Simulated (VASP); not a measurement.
# How smearing and PAW data sets change a VASP run on HfC, part 3 of 3

Aim: find what the smearing and PAW data sets change for HfC, and what they cost. The atoms are off their equilibrium sites, so that forces can be compared too. The series runs use LDA. The atoms of the start are displaced at random from the sites of a Fm-3m cell.

VASP 6.6.1, plane waves and PAW; the level of theory is named at each step.

Still holding for the runs below: The k-mesh is coarse for a metal.

So far. Step 11 (Smearing: ISMEAR = 1, SIGMA = 0.5): Against the run before the energy at zero width moves by -1.38 meV an atom and the pressure by +0.02 GPa, after 12 cycles in 9.4 s. The entropy term T·S comes to 3.02 meV an atom in size. Step 12 (Smearing: ISMEAR = -5): Against the first of the series the energy at zero width moves by +1.49 meV an atom and the pressure by +0.12 GPa, after 14 cycles in 10 s.

The database entry behind the starting cell differs from later determinations by our own check (about 0.2 % long), so it need not match the best structure at ambient conditions.

## Step 14: PAW data sets: minimal 64: Hf C

This step: LDA; plane waves and PAW (Hf, C) (VASP 6.6.1).

Data sets differ in which electrons are valence and how hard the partial waves are.

INCAR

```
SYSTEM = HfC
PREC = Accurate
ENCUT = 520
EDIFF = 1E-06
NELM = 100
ISMEAR = -1
SIGMA = 0.05
LREAL = .FALSE.
ALGO = Normal
GGA = CA
NBANDS = 10
LASPH = .TRUE.
LORBIT = 11
LWAVE = .FALSE.
LCHARG = .FALSE.
KPAR = 2
ISIF = 2
```

POSCAR

```
HfC
1.0
    0.0000000000      2.3250000000      2.3250000000
    2.3250000000      0.0000000000      2.3250000000
    2.3250000000      2.3250000000      0.0000000000
Hf C
1 1
Direct
    0.4887240000      0.5083250000      0.4884190000
   -0.0098520000      0.0191000000     -0.0063350000
```

KPOINTS

```
Automatic mesh
0
Gamma
7 7 7
0 0 0
```

The projector-augmented-wave data sets are Hf and C (PBE family, release 64).

The run is started by

```console
$ mpirun -np 2 vasp_std
```

What it wrote:

```text
[... set-up lines as in an earlier step ...]
 entering main loop
       N       E                     dE             d eps       ncg     rms          rms(c)
DAV:   1    -0.267510754822E+00   -0.26751E+00   -0.37270E+03  3440   0.700E+02
DAV:   2    -0.251099050419E+02   -0.24842E+02   -0.23591E+02  4830   0.996E+01
DAV:   3    -0.260341361909E+02   -0.92423E+00   -0.91909E+00  4376   0.191E+01
DAV:   4    -0.260385993966E+02   -0.44632E-02   -0.44607E-02  4538   0.142E+00
DAV:   5    -0.260386116099E+02   -0.12213E-04   -0.12212E-04  4156   0.627E-02    0.194E+01
DAV:   6    -0.231288730292E+02    0.29097E+01   -0.18942E+01  3688   0.188E+01    0.988E+00
DAV:   7    -0.230040536681E+02    0.12482E+00   -0.58223E-01  3828   0.490E+00    0.557E+00
DAV:   8    -0.229408748289E+02    0.63179E-01   -0.91740E-02  4208   0.207E+00    0.326E-01
DAV:   9    -0.229386438371E+02    0.22310E-02   -0.12440E-02  4094   0.490E-01    0.155E-01
DAV:  10    -0.229385156120E+02    0.12823E-03   -0.48573E-04  4366   0.150E-01    0.332E-02
DAV:  11    -0.229385034429E+02    0.12169E-04   -0.32268E-05  4254   0.287E-02    0.100E-02
DAV:  12    -0.229385029164E+02    0.52644E-06   -0.15998E-06  3340   0.851E-03
   1 F= -.22938503E+02 E0= -.22936285E+02  d E =-.443580E-02
```

The job ended after 7.6 s (2 MPI ranks of AMD EPYC 9R45, shared host; peak memory 0.28 GiB; 14 s of CPU time).

From OUTCAR (step 14):

```text
   k-points           NKPTS =    172   k-points in BZ     NKDIM =    172   number of bands    NBANDS=     10

   NELECT =       8.0000    total number of electrons

 E-fermi :   5.8649

 k-point     1 :       0.0000    0.0000    0.0000
  band No.  band energies     occupation
      1      -6.1821      2.00000
      2       6.7743      0.00000
      3       6.8420      0.00000
      4       6.9303      0.00000
      5       7.3028      0.00000
      6       7.4252      0.00000
    ...

  Total       -1.5613912     -1.6144029     -1.5876682     -0.0121472     -0.0090633     -0.0224270
  in kB      -99.5229933   -102.9019605   -101.1978933     -0.7742596     -0.5776914     -1.4294933
  external PRESSURE =    -101.2076157 kB  Pullay stress =       0.0000000 kB

 POSITION                                       TOTAL-FORCE (eV/Angst)
 -----------------------------------------------------------------------------------
      2.31743      2.27186      2.31814         0.278189      0.117709      0.213458
      2.35468      4.61237      2.34650        -0.278189     -0.117709     -0.213458
 -----------------------------------------------------------------------------------
    total drift:                               -0.000131     -0.000051     -0.000111

  FREE ENERGIE OF THE ION-ELECTRON SYSTEM (eV)
  ---------------------------------------------------
  free  energy   TOTEN  =       -22.9385029164 eV

  energy  without entropy=      -22.9340671202  energy(sigma->0) =      -22.93628502

[... 7 parts as in an earlier step ...]

[... 9 further parts left out ...]
```

The data set Hf keeps the semicore shell frozen, which is cheaper and a little less accurate.

Numbers from this step:

```
SCF cycles              : 12
electrons               : 8
bands                   : 10
free energy (TOTEN)     : -22.94 eV
energy at zero smearing : -22.94 eV
Fermi energy            : 5.865 eV
pressure                : -10.12 GPa
```

The series starts at -11.4681 eV an atom and -10.12 GPa, after 12 cycles in 7.6 s.

## Step 15: PAW data sets: recommended 64: Hf pv C

This step: LDA; plane waves and PAW (Hf_pv, C) (VASP 6.6.1).

INCAR, as its differences from that of step 14:

```diff
@@ -10,3 +10,3 @@
 GGA = CA
-NBANDS = 10
+NBANDS = 13
 LASPH = .TRUE.
```

POSCAR is that of step 14.

KPOINTS is that of step 14.

The projector-augmented-wave data sets are Hf_pv and C (PBE family, release 64).

The run is started by

```console
$ mpirun -np 2 vasp_std
```

What it wrote:

```text
[... set-up lines as in an earlier step ...]
 entering main loop
       N       E                     dE             d eps       ncg     rms          rms(c)
[... 12 cycles as in an earlier step ...]
   1 F= -.22888591E+02 E0= -.22886405E+02  d E =-.437076E-02
```

Elapsed: 9 s, on 2 MPI ranks; peak memory 0.29 GiB; 17 s of CPU time.

From OUTCAR (step 15):

```text
[... 6 parts as in an earlier step ...]

[... 1 further part left out ...]
[key lines of the parts left out:]
E-fermi :   5.5381
```

With 14 valence electrons the pressure is -11.13 GPa, -1.01 GPa from the first of the series, after 12 cycles in 9 s.

## Step 16: PAW data sets: recommended 54: Hf pv C

INCAR is that of step 15.

POSCAR is that of step 15.

KPOINTS is that of step 15.

The projector-augmented-wave data sets are Hf_pv and C (PBE family, release 54).

The run is started by

```console
$ mpirun -np 2 vasp_std
```

What it wrote:

```text
[... set-up lines as in an earlier step ...]
 entering main loop
       N       E                     dE             d eps       ncg     rms          rms(c)
[... 12 cycles as in an earlier step ...]
   1 F= -.22888591E+02 E0= -.22886405E+02  d E =-.437076E-02
```

The job ended after 9.4 s (2 MPI ranks; peak memory 0.29 GiB).

OUTCAR, selected parts (step 16):

```text
[... 6 parts as in an earlier step ...]

[... 1 further part left out ...]
[key lines of the parts left out:]
E-fermi :   5.5381
```

With 14 valence electrons the pressure is -11.13 GPa, -1.01 GPa from the first of the series, after 12 cycles in 9.4 s.

## Step 17: PAW data sets: semicore 64: Hf sv C

This step: LDA; plane waves and PAW (Hf_sv, C) (VASP 6.6.1).

INCAR, as its differences from that of step 16:

```diff
@@ -10,3 +10,3 @@
 GGA = CA
-NBANDS = 13
+NBANDS = 14
 LASPH = .TRUE.
```

POSCAR is that of step 16.

KPOINTS is that of step 16.

PAW data sets: Hf_sv and C (PBE family, release 64).

The run is started by

```console
$ mpirun -np 2 vasp_std
```

What it wrote:

```text
[... set-up lines as in an earlier step ...]
 entering main loop
       N       E                     dE             d eps       ncg     rms          rms(c)
DAV:   1     0.950876452509E+02    0.95088E+02   -0.94799E+03  4832   0.114E+03
DAV:   2    -0.268114294322E+02   -0.12190E+03   -0.11331E+03  6072   0.339E+02
DAV:   3    -0.300153260612E+02   -0.32039E+01   -0.31786E+01  6166   0.472E+01
DAV:   4    -0.300329402565E+02   -0.17614E-01   -0.17609E-01  5344   0.410E+00
[...]
DAV:  11    -0.256631239373E+02    0.77275E-04   -0.24805E-04  5812   0.170E-01    0.204E-02
DAV:  12    -0.256631113890E+02    0.12548E-04   -0.24978E-05  5776   0.513E-02    0.300E-03
DAV:  13    -0.256631114756E+02   -0.86628E-07   -0.11733E-06  4366   0.898E-03
   1 F= -.25663111E+02 E0= -.25660938E+02  d E =-.434771E-02
```

Wall time 11 s (2 MPI ranks); peak memory 0.29 GiB.

Parts of OUTCAR (step 17):

```text
  Total       -1.6684758     -1.7192762     -1.6934875     -0.0117342     -0.0088111     -0.0215471
  in kB     -106.3485601   -109.5865755   -107.9428096     -0.7479367     -0.5616182     -1.3734127
  external PRESSURE =    -107.9593151 kB  Pullay stress =       0.0000000 kB

 POSITION                                       TOTAL-FORCE (eV/Angst)
 -----------------------------------------------------------------------------------
      2.31743      2.27186      2.31814         0.262786      0.111017      0.201491
      2.35468      4.61237      2.34650        -0.262786     -0.111017     -0.201491
 -----------------------------------------------------------------------------------
    total drift:                                0.000031      0.000003      0.000002

  FREE ENERGIE OF THE ION-ELECTRON SYSTEM (eV)
  ---------------------------------------------------
  free  energy   TOTEN  =       -25.6631114756 eV

  energy  without entropy=      -25.6587637615  energy(sigma->0) =      -25.66093762

[... 1 part as in an earlier step ...]

[... 2 further parts left out ...]
[key lines of the parts left out:]
E-fermi :   7.3097
```

With 16 valence electrons the pressure is -10.80 GPa, -0.68 GPa from the first of the series, after 13 cycles in 11 s.

## Step 18: PAW data sets: GW 64: Hf sv GW C GW

This step: LDA; plane waves and PAW (Hf_sv_GW, C_GW) (VASP 6.6.1).

INCAR, as its differences from that of step 17:

```diff
@@ -2,3 +2,3 @@
 PREC = Accurate
-ENCUT = 520
+ENCUT = 540
 EDIFF = 1E-06
```

POSCAR is that of step 17.

KPOINTS is that of step 17.

PAW data sets: Hf_sv_GW and C_GW (PBE family, release 64).

The run is started by

```console
$ mpirun -np 2 vasp_std
```

What it wrote:

```text
[... set-up lines as in an earlier step ...]
 entering main loop
       N       E                     dE             d eps       ncg     rms          rms(c)
DAV:   1     0.109856628960E+03    0.10986E+03   -0.94538E+03  4816   0.118E+03
DAV:   2    -0.235991804557E+02   -0.13346E+03   -0.12378E+03  6588   0.332E+02
DAV:   3    -0.299393706834E+02   -0.63402E+01   -0.63075E+01  6244   0.706E+01
DAV:   4    -0.300209852658E+02   -0.81615E-01   -0.81605E-01  5386   0.896E+00
[...]
DAV:  12    -0.257025698059E+02    0.79703E-05   -0.23002E-05  6848   0.432E-02    0.422E-02
DAV:  13    -0.257025684363E+02    0.13696E-05   -0.29187E-06  5992   0.143E-02    0.103E-02
DAV:  14    -0.257025684324E+02    0.39422E-08   -0.17515E-07  2438   0.387E-03
   1 F= -.25702568E+02 E0= -.25700403E+02  d E =-.433079E-02
```

Wall time 21 s (2 MPI ranks); peak memory 0.35 GiB.

From OUTCAR (step 18):

```text
  Total       -1.6243816     -1.6755681     -1.6495193     -0.0117582     -0.0088269     -0.0215279
  in kB     -103.5380008   -106.8006242   -105.1402767     -0.7494648     -0.5626290     -1.3721897
  external PRESSURE =    -105.1596339 kB  Pullay stress =       0.0000000 kB

 POSITION                                       TOTAL-FORCE (eV/Angst)
 -----------------------------------------------------------------------------------
      2.31743      2.27186      2.31814         0.265024      0.111934      0.203160
      2.35468      4.61237      2.34650        -0.265024     -0.111934     -0.203160
 -----------------------------------------------------------------------------------
    total drift:                                0.000032      0.000051      0.000041

  FREE ENERGIE OF THE ION-ELECTRON SYSTEM (eV)
  ---------------------------------------------------
  free  energy   TOTEN  =       -25.7025684324 eV

  energy  without entropy=      -25.6982376471  energy(sigma->0) =      -25.70040304

[... 1 part as in an earlier step ...]

[... 2 further parts left out ...]
[key lines of the parts left out:]
E-fermi :   9.0209
```

With 16 valence electrons the pressure is -10.52 GPa, -0.40 GPa from the first of the series, after 14 cycles in 21 s.

## Step 19: PAW data sets: hard 64: Hf pv C h

This step: LDA; plane waves and PAW (Hf_pv, C_h) (VASP 6.6.1).

INCAR, as its differences from that of step 18:

```diff
@@ -2,3 +2,3 @@
 PREC = Accurate
-ENCUT = 540
+ENCUT = 970
 EDIFF = 1E-06
@@ -10,3 +10,3 @@
 GGA = CA
-NBANDS = 14
+NBANDS = 13
 LASPH = .TRUE.
```

POSCAR is that of step 18.

KPOINTS is that of step 18.

The projector-augmented-wave data sets are Hf_pv and C_h (PBE family, release 64).

The run is started by

```console
$ mpirun -np 2 vasp_std
```

What it wrote:

```text
[... set-up lines as in an earlier step ...]
 entering main loop
       N       E                     dE             d eps       ncg     rms          rms(c)
DAV:   1     0.380005664465E+02    0.38001E+02   -0.11337E+04  4472   0.171E+03
DAV:   2    -0.227215728125E+02   -0.60722E+02   -0.56232E+02  5624   0.275E+02
DAV:   3    -0.259226844306E+02   -0.32011E+01   -0.31617E+01  5794   0.425E+01
DAV:   4    -0.259545740777E+02   -0.31890E-01   -0.31611E-01  4943   0.452E+00
[...]
DAV:  10    -0.228930239918E+02    0.62974E-03   -0.20427E-03  5665   0.349E-01    0.206E-01
DAV:  11    -0.228930270830E+02   -0.30912E-05   -0.13114E-04  5182   0.101E-01    0.101E-01
DAV:  12    -0.228930267244E+02    0.35859E-06   -0.15899E-06  5143   0.106E-02
   1 F= -.22893027E+02 E0= -.22890840E+02  d E =-.437416E-02
```

It took 33 s on 2 MPI ranks; peak memory 0.54 GiB.

Parts of OUTCAR (step 19):

```text
  Total       -1.7376430     -1.7885587     -1.7627422     -0.0115782     -0.0086569     -0.0213179
  in kB     -110.7572753   -114.0026416   -112.3571020     -0.7379927     -0.5517916     -1.3588020
  external PRESSURE =    -112.3723396 kB  Pullay stress =       0.0000000 kB

 POSITION                                       TOTAL-FORCE (eV/Angst)
 -----------------------------------------------------------------------------------
      2.31743      2.27186      2.31814         0.260041      0.109929      0.199455
      2.35468      4.61237      2.34650        -0.260041     -0.109929     -0.199455
 -----------------------------------------------------------------------------------
    total drift:                               -0.000012     -0.000031     -0.000013

  FREE ENERGIE OF THE ION-ELECTRON SYSTEM (eV)
  ---------------------------------------------------
  free  energy   TOTEN  =       -22.8930267244 eV

  energy  without entropy=      -22.8886525688  energy(sigma->0) =      -22.89083965

[... 1 part as in an earlier step ...]

[... 2 further parts left out ...]
[key lines of the parts left out:]
E-fermi :   5.8109
```

With 14 valence electrons the pressure is -11.24 GPa, -1.12 GPa from the first of the series, after 12 cycles in 33 s.

## Step 20: PAW data sets: soft 64: Hf pv C s

This step: LDA; plane waves and PAW (Hf_pv, C_s) (VASP 6.6.1).

INCAR, as its differences from that of step 19:

```diff
@@ -2,3 +2,3 @@
 PREC = Accurate
-ENCUT = 970
+ENCUT = 400
 EDIFF = 1E-06
```

POSCAR is that of step 19.

KPOINTS is that of step 19.

The projector-augmented-wave data sets are Hf_pv and C_s (PBE family, release 64).

The run is started by

```console
$ mpirun -np 2 vasp_std
```

What it wrote:

```text
[... set-up lines as in an earlier step ...]
 entering main loop
       N       E                     dE             d eps       ncg     rms          rms(c)
DAV:   1     0.279349829319E+02    0.27935E+02   -0.64870E+03  4528   0.857E+02
DAV:   2    -0.239809502559E+02   -0.51916E+02   -0.45976E+02  5299   0.257E+02
DAV:   3    -0.259641814021E+02   -0.19832E+01   -0.19545E+01  5834   0.354E+01
DAV:   4    -0.259919165548E+02   -0.27735E-01   -0.27727E-01  5002   0.442E+00
[...]
DAV:  11    -0.228876645272E+02    0.69184E-04   -0.19118E-04  5905   0.135E-01    0.497E-02
DAV:  12    -0.228876639349E+02    0.59227E-06   -0.21999E-05  5707   0.383E-02    0.245E-02
DAV:  13    -0.228876639650E+02   -0.30058E-07   -0.52504E-07  3335   0.778E-03
   1 F= -.22887664E+02 E0= -.22885476E+02  d E =-.437548E-02
```

Run time: 11 s. Hardware: 2 MPI ranks; peak memory 0.26 GiB; 20 s of CPU time.

From OUTCAR (step 20):

```text
  Total       -1.7335216     -1.7846522     -1.7587447     -0.0116658     -0.0087265     -0.0214702
  in kB     -110.4945798   -113.7536382   -112.1022987     -0.7435778     -0.5562237     -1.3685064
  external PRESSURE =    -112.1168389 kB  Pullay stress =       0.0000000 kB

 POSITION                                       TOTAL-FORCE (eV/Angst)
 -----------------------------------------------------------------------------------
      2.31743      2.27186      2.31814         0.260897      0.110324      0.200128
      2.35468      4.61237      2.34650        -0.260897     -0.110324     -0.200128
 -----------------------------------------------------------------------------------
    total drift:                                0.000113      0.000050      0.000082

  FREE ENERGIE OF THE ION-ELECTRON SYSTEM (eV)
  ---------------------------------------------------
  free  energy   TOTEN  =       -22.8876639650 eV

  energy  without entropy=      -22.8832884871  energy(sigma->0) =      -22.88547623

[... 1 part as in an earlier step ...]

[... 2 further parts left out ...]
[key lines of the parts left out:]
E-fermi :   5.8714
```

With 14 valence electrons the pressure is -11.21 GPa, -1.09 GPa from the first of the series, after 13 cycles in 11 s.

## Step 21: The PAW data sets series as a table

This step: convergence of LDA results with the datasets; plane waves and PAW (VASP 6.6.1).

Derived from the runs above.

Differences are taken from the run with recommended 64: Hf_pv C. Results of the series, by row:

```csv
setting,status,pressure (GPa),largest force difference (meV/Å),SCF cycles,wall time (s)
"minimal 64: Hf C, 520 eV",converged,-10.12,17.51,12,7.6
"recommended 64: Hf_pv C, 520 eV",converged,-11.13,0,12,9
"recommended 54: Hf_pv C, 520 eV",converged,-11.13,0,12,9.4
"semicore 64: Hf_sv C, 520 eV",converged,-10.8,2.108,13,11.2
"gw 64: Hf_sv_GW C_GW, 540 eV",converged,-10.52,4.346,14,21
"hard 64: Hf_pv C_h, 970 eV",converged,-11.24,0.637,12,33
"soft 64: Hf_pv C_s, 400 eV",converged,-11.21,0.219,13,10.6
```

## Step 22: What came out

* spread of the pressure over the smearing: 1.18 GPa
* spread of the energy over the smearing: 18.4 meV/atom
* spread of the pressure over the PAW data sets: 1.12 GPa

The usual rule keeps the entropy term T·S under 1 meV an atom, which holds up to a width of 0.01 eV for Fermi-Dirac and 0.1 eV for first-order Methfessel-Paxton. That rule is made for Methfessel-Paxton; with the other schemes the zero-width estimate is the energy to use. Farthest in energy from the narrowest smearing lies ISMEAR = -1, SIGMA = 0.5 (+16.6 meV an atom, +1.15 GPa, 51.7 meV/Å in forces). On a fixed mesh a narrow width is not the exact answer for a metal: it samples the Fermi surface more noisily. The choice of data set moves the pressure between -11.24 GPa (hard 64: Hf_pv C_h) and -10.12 GPa (minimal 64: Hf C); the cutoffs differ too (400, 520, 540 and 970 eV). Data sets differ in their zero of energy, so energies are not compared.

[Lines on the potential files, build, host, timing and source positions are cut from VASP's logs without a mark.]

[Logs are printed without paths, hosts, clocks, repeated set-up lines and the standing remarks that a program may print on its own settings, such as how far it seeks lower states.]

[Hosts, paths, dates, database ids (printed as entryN), source tags and the programs' standing remarks are cut or masked in the printed files.]

[A measured line is paired with the nearest computed mode of its activity, which favours agreement.]
